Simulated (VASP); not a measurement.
OSZICAR of a VASP run on Pt3Ti (L1_2):

### OSZICAR
```
       N       E                     dE             d eps       ncg     rms          rms(c)
DAV:   1     0.382220759331E+03    0.38222E+03   -0.21370E+04  1000   0.180E+03
DAV:   2     0.209029394813E+01   -0.38013E+03   -0.37365E+03  1065   0.451E+02
DAV:   3    -0.318329286268E+02   -0.33923E+02   -0.32720E+02  1583   0.110E+02
DAV:   4    -0.327516345757E+02   -0.91871E+00   -0.91433E+00  1166   0.194E+01
DAV:   5    -0.327792354697E+02   -0.27601E-01   -0.27573E-01  1464   0.338E+00    0.207E+01
DAV:   6    -0.310508639016E+02    0.17284E+01   -0.24047E+01  1422   0.337E+01    0.147E+01
DAV:   7    -0.304442262060E+02    0.60664E+00   -0.32679E+01  1449   0.339E+01    0.986E+00
DAV:   8    -0.297027341124E+02    0.74149E+00   -0.16636E+00  1421   0.983E+00    0.458E+00
DAV:   9    -0.295967371734E+02    0.10600E+00   -0.20198E+00  1516   0.764E+00    0.229E+00
DAV:  10    -0.295467516034E+02    0.49986E-01   -0.29974E-01  1432   0.371E+00    0.360E-01
DAV:  11    -0.295495224983E+02   -0.27709E-02   -0.61232E-03  1321   0.574E-01    0.527E-01
DAV:  12    -0.295470544877E+02    0.24680E-02   -0.16822E-02  1510   0.762E-01    0.102E-01
DAV:  13    -0.295470168350E+02    0.37653E-04   -0.23262E-04  1168   0.112E-01    0.545E-02
DAV:  14    -0.295470100922E+02    0.67427E-05   -0.27970E-05  1370   0.320E-02    0.404E-02
DAV:  15    -0.295469974204E+02    0.12672E-04   -0.74456E-05  1496   0.546E-02    0.469E-03
DAV:  16    -0.295469977381E+02   -0.31773E-06   -0.10487E-06   701   0.764E-03
   1 F= -.29546998E+02 E0= -.29547030E+02  d E =-.295470E+02
```

Question: Which electronic solver shows in the log?

Answer: It is blocked Davidson (ALGO = Normal, or the opening steps of other solvers). The INCAR had ALGO = Normal.

Question: Can the final energy be trusted as converged?

Answer: Self-consistency was reached. It stopped with EDIFF = 1E-6, NELM = 100, NSW = 60 and EDIFFG = -0.02 after 1 ionic step (PBE GGA, plane waves, VASP's PBE PAW potentials (set 64)).

The compound is Pt3Ti in the L1_2 structure. It was relaxed first. The start is the result of an earlier pass.
